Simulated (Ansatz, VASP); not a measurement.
# Zr2NO2: VASP beside Ansatz, part 3 of 3

Aim: how closely do two programs agree when they are given the same cell, functional and k mesh? Of the first pair: The structure shown is the start of the Ansatz relaxation below; VASP solves that cell, so the two are compared at the walk's first step.

VASP 6.6.1 and Ansatz 0.2.0.

So far. Step 3 (VASP: single point, PBEsol, start cell, pair 1): The run ends at a pressure of 0.10 GPa, with forces up to 0.23 eV/Å.

### Step 5. Ansatz: relaxation, PBEsol

Level of this step: Ansatz beside VASP: Kohn-Sham DFT, plane waves, PBEsol (Ansatz).

This run makes the geometry at which the two programs are then compared.

The structure compared here is the end of the Ansatz relaxation.

Contents of input.yaml:

```yaml
crystal:
  lattice:
    - [3.229210124, 0.0, 0.0]
    - [1.614605062, 8.3897340047, 0.0]
    - [0.0, 0.0, 32.6]
  atoms:
    - { symbol: "N", position: [0.9976401918, 0.0047196164, 0.3065747655] }
    - { symbol: "N", position: [0.3356931898, 0.3286136205, 0.3069221706] }
    - { symbol: "N", position: [0.666666704, 0.6666665919, 0.306748469] }
    - { symbol: Zr, position: [0.8883885689, 0.2232228622, 0.3485626787] }
    - { symbol: Zr, position: [0.2209378856, 0.5581242289, 0.347475588] }
    - { symbol: Zr, position: [0.5573401656, 0.8853196688, 0.3477001] }
    - { symbol: Zr, position: [0.4449447017, 0.1101105966, 0.2649342493] }
    - { symbol: Zr, position: [0.7759931553, 0.4480136894, 0.2657968153] }
    - { symbol: Zr, position: [0.1123954116, 0.7752091769, 0.2660213582] }
    - { symbol: O, position: [0.4446639934, 0.1106720131, 0.3770182871] }
    - { symbol: O, position: [0.7794036386, 0.4411927228, 0.3775291829] }
    - { symbol: O, position: [0.1092657603, 0.7814684794, 0.3784339554] }
    - { symbol: O, position: [0.8886694108, 0.2226611783, 0.2364786269] }
    - { symbol: O, position: [0.2240675953, 0.5518648093, 0.2350629853] }
    - { symbol: O, position: [0.5539297274, 0.8921405451, 0.2359677273] }
  periodic: [true, true, false]
kpoints:
  mp_grid: { grid: [12, 12, 1] }
hamiltonian:
  xc: pbesol
  pseudopotentials: { kind: paw, azcp: { folder: soft_1 }, xc_functional: pbe }
scf:
  occupations: { method: methfessel_paxton, width: 0.2 }
output:
  forces: true
  stress: true
  eigenvalues: true
relax:
  adjacent_minimum: "off"
  f_tol: 0.002
  max_steps: 120
  cell: { stress_2d_tol: 0.005 }
```

Started as:

```
ansatz run input.yaml --threads 4 --pin off --max-ram 16384MiB --backend cpu --events-out ev --progress --plain --runs-dir out
```

Numbers of over 12 decimals in the logs are rounded to 6 here.

The log of the run:

```text
[...]
Crystal: 15 atoms, lattice volume = 883.206 Å³
Basis set: ecut = 420 eV, 17329 PW (Γ), exchange–correlation on 48×120×450 points (8 copies of the dense FFT grid, shifted against one another)
Bands: 77, of which v1, the nominal top of the filled ones, is band 62 counted from 1 (61 counted from 0)
Symmetry: 4 space group operations
[...]
- { symbol: Zr, position: [0.772961, 0.454079, 0.265919] }
    - { symbol: Zr, position: [0.113163, 0.773673, 0.266783] }
    - { symbol: O, position: [0.443499, 0.113002, 0.376473] }
    - { symbol: O, position: [0.779908, 0.440183, 0.377206] }
    - { symbol: O, position: [0.107091, 0.785817, 0.378811] }
    - { symbol: O, position: [0.889834, 0.220331, 0.237024] }
    - { symbol: O, position: [0.226242, 0.547516, 0.234686] }
    - { symbol: O, position: [0.553425, 0.893150, 0.236291] }
[key lines of the parts left out:]
SCF converged after 9 iterations
Free energy (F): -29296.730097 eV
Fermi energy:    -4.751057 eV
P = ½ c Tr σ = 0.0000 N/m
```

### Step 6. VASP: single point, PBEsol, relaxed cell, pair 2

The same cell, functional, mesh and smearing now go to VASP, with its own data sets.

Contents of INCAR:

```
SYSTEM = Zr2NO2
PREC = Accurate
ENCUT = 520
EDIFF = 1E-06
NELM = 120
ISMEAR = 1
SIGMA = 0.2
LREAL = .FALSE.
ALGO = Normal
GGA = PS
NBANDS = 76
LASPH = .TRUE.
LORBIT = 11
LWAVE = .FALSE.
LCHARG = .FALSE.
ISIF = 2
LDIPOL = .TRUE.
IDIPOL = 3
DIPOL = 0.5 0.5 0.307
LVHAR = .TRUE.
GGA_COMPAT = .FALSE.
NELMDL = -8
KPAR = 4
```

Contents of POSCAR:

```
Zr2NO2
1.0
    3.2345614086      0.0000000000      0.0000000000
    1.6172807043      8.4024530299      0.0000000000
    0.0000000000      0.0000000000     32.6000000000
N Zr O
3 6 6
Direct
    0.9977674373      0.0044651253      0.3062644394
    0.3355658959      0.3288682080      0.3072324885
    0.6666666666      0.6666666667      0.3067484640
    0.8889459306      0.2221081387      0.3498041517
    0.2201699618      0.5596600764      0.3467141570
    0.5603727809      0.8792544380      0.3475778988
    0.4443874026      0.1112251947      0.2636927762
    0.7729605523      0.4540788953      0.2659190291
    0.1131633715      0.7736732570      0.2667827709
    0.4434988471      0.1130023057      0.3764727772
    0.7799083756      0.4401832486      0.3772058616
    0.1070913602      0.7858172794      0.3788105386
    0.8898344861      0.2203310276      0.2370241507
    0.2262419730      0.5475160539      0.2346863893
    0.5534249576      0.8931500848      0.2362910663
```

Contents of KPOINTS:

```
Automatic mesh
0
Gamma
12 12 1
0 0 0
```

PAW data sets: N, Zr_sv and O (PBE family, release 64).

Started as:

```
mpirun -np 4 vasp_std
```

The log of the run:

```text
[banner, memory and clock lines left out]
running    4 mpi-ranks, on    1 nodes
[...]
[... a notice as in an earlier step ...]

 LDA part: xc-table for (Slater+PW92), standard interpolation
 POSCAR, INCAR and KPOINTS ok, starting setup
[...]
entering main loop
       N       E                     dE             d eps       ncg     rms          rms(c)
DAV:   1     0.135428159266E+04    0.13543E+04   -0.58079E+04  8176   0.132E+03
DAV:   2     0.156368371420E+02   -0.13386E+04   -0.13162E+04  9012   0.373E+02
DAV:   3    -0.161823755375E+03   -0.17746E+03   -0.17568E+03  8144   0.126E+02
DAV:   4    -0.175507940891E+03   -0.13684E+02   -0.13640E+02 11544   0.349E+01
[...]
DAV:  27    -0.151171365910E+03   -0.33282E-05   -0.12072E-07  4280   0.752E-04    0.201E-04
DAV:  28    -0.151171369031E+03   -0.31210E-05   -0.65936E-08  4488   0.612E-04    0.155E-04
DAV:  29    -0.151171369582E+03   -0.55033E-06   -0.16125E-08  3808   0.387E-04
   1 F= -.15117137E+03 E0= -.15117147E+03  d E =0.299831E-03
```

OUTCAR, selected parts (step 6):

```text
  Total        0.6457863      0.5713599      0.1826512      0.0000000     -0.0154480      0.0000000
  in kB        1.1677780      1.0331925      0.3302889      0.0000000     -0.0279347      0.0000000
  external PRESSURE =       0.8437531 kB  Pullay stress =       0.0000000 kB

 POSITION                                       TOTAL-FORCE (eV/Angst)
 -----------------------------------------------------------------------------------
      3.23456      0.03752      9.98422         0.000000     -0.001536      0.001414
      1.61728      2.76330     10.01578         0.000000      0.001536     -0.001414
      3.23456      5.60164     10.00000        -0.000000      0.000000     -0.000000
      3.23456      1.86625     11.40362        -0.000000     -0.007405     -0.026327
      1.61728      4.70252     11.30288         0.000000     -0.000675      0.002036
      3.23456      7.38789     11.33104         0.000000      0.020238     -0.015093
      1.61728      0.93456      8.59638         0.000000      0.007405      0.026327
      3.23456      3.81538      8.66896         0.000000     -0.020238      0.015093
      1.61728      6.50075      8.69712         0.000000      0.000675     -0.002036
      1.61728      0.94950     12.27301         0.000000     -0.020652      0.036840
      3.23456      3.69862     12.29691         0.000000      0.022176      0.035852
      1.61728      6.60279     12.34922         0.000000     -0.011728      0.042438
      3.23456      1.85132      7.72699         0.000000      0.020652     -0.036840
      1.61728      4.60048      7.65078        -0.000000      0.011728     -0.042438
      3.23456      7.50465      7.70309         0.000000     -0.022176     -0.035852
 -----------------------------------------------------------------------------------
    total drift:                               -0.000040      0.000084      0.000313

  FREE ENERGIE OF THE ION-ELECTRON SYSTEM (eV)
  ---------------------------------------------------
  free  energy   TOTEN  =      -151.1713695815 eV

  energy  without entropy=     -151.1716694128  energy(sigma->0) =     -151.17146953

[... 1 part as in an earlier step ...]

[... 2 further parts left out ...]
[key lines of the parts left out:]
E-fermi :  -1.8418
```

The run ends at a pressure of 0.08 GPa, with forces up to 0.044 eV/Å.

### Step 7. Side by side

At this near-relaxed geometry the largest component of a force difference is 42 meV/Å. With vacuum in the cell, a pressure given here is an average over mostly empty space and none of the material.

### Step 8. Summary of results

```json
{"r.m.s. force difference (single point, PBEsol, start cell, pair 1)": "14 meV/Å", "r.m.s. force difference (single point, PBEsol, relaxed cell, pair 2)": "17 meV/Å"}
```

**Reading.** The r.m.s. force difference is 17 meV/Å (single point, PBEsol, relaxed cell, pair 2), beyond the 12 meV/Å picked in this series as the mark of a large difference. What causes the difference of the single point, PBEsol, start cell, pair 1 pair stays open here. What causes the difference of the single point, PBEsol, relaxed cell, pair 2 pair stays open here. How closely two codes agree says nothing of how well the functional describes the real material.

[Lines on the potential files, build, host, timing and source positions are cut from VASP's logs without a mark.]

[Logs are printed without paths, hosts, clocks, repeated set-up lines and the standing remarks that a program may print on its own settings, such as how far it seeks lower states.]

[Hosts, paths, dates, database ids (printed as entryN), source tags and the programs' standing remarks are cut or masked in the printed files.]
